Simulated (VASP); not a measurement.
Input for VASP

### INCAR
```
ALGO = Normal
EDIFF = 1E-6
EDIFFG = -0.01
ENCUT = 520
GGA = PS
IBRION = 2
ISIF = 3
ISMEAR = 1
LASPH = .True.
LCHARG = .False.
LREAL = .False.
LWAVE = .False.
NELM = 100
NSW = 60
PREC = Accurate
SIGMA = 0.1
SYSTEM = BP
```

**POSCAR**
```
BP
1
    3.0222121932     0.0000000000    -0.0000000000
   -1.5111060966     2.6173127892     0.0000000000
   -0.0000000000     0.0000000000     5.1064890373
B P
2 2
Direct
  0.0000000000   0.0000000000   0.0000000000
  0.0000000000   0.0000000000   0.5000000000
  0.3333330000   0.6666670000   0.2500000000
  0.6666670000   0.3333330000   0.7500000000
```

KPOINTS:
```
Regular mesh
0
Gamma
13 13 7
```

POTCAR, in this order: B P (PBE.64 set). Program: vasp_std.

**Question.** Write an equivalent input for Quantum ESPRESSO's pw.x.

**Answer.** One equivalent input (not run):
```
&CONTROL
  calculation = 'vc-relax'
  pseudo_dir = './pseudo'
  outdir = './out'
  tprnfor = .true.
  tstress = .true.
  nstep = 60
  forc_conv_thr = 0.00039
/
&SYSTEM
  ibrav = 0
  nat = 4
  ntyp = 2
  ecutwfc = 76
  occupations = 'smearing'
  smearing = 'methfessel-paxton'
  degauss = 0.00735
  input_dft = 'pbesol'
/
&ELECTRONS
  conv_thr = 7.3e-08
  electron_maxstep = 100
/
&IONS
/
&CELL
/
ATOMIC_SPECIES
  B 10.810 B.upf
  P 30.974 P.upf
CELL_PARAMETERS angstrom
     3.0222122    0.0000000   -0.0000000
    -1.5111061    2.6173128    0.0000000
    -0.0000000    0.0000000    5.1064890
ATOMIC_POSITIONS crystal
  B    0.0000000  0.0000000  0.0000000
  B    0.0000000  0.0000000  0.5000000
  P    0.3333330  0.6666670  0.2500000
  P    0.6666670  0.3333330  0.7500000
K_POINTS automatic
  13 13 7 0 0 0
```
The two are equivalent in intent, not identical: the potentials are each code's own (VASP's PAW set, PseudoDojo norm-conserving files in pw.x), so ENCUT and ecutwfc are chosen apart and not converted; conv_thr bounds pw.x's estimated SCF error, while EDIFF bounds the energy change between steps; forc_conv_thr acts on force components and is met together with etot_conv_thr.

The structure was generated: BP was put into the NiAs type type (P6_3/mmc), which need not be its known phase. It was relaxed first, which changed the volume by +19 %. The start is the result of an earlier pass.
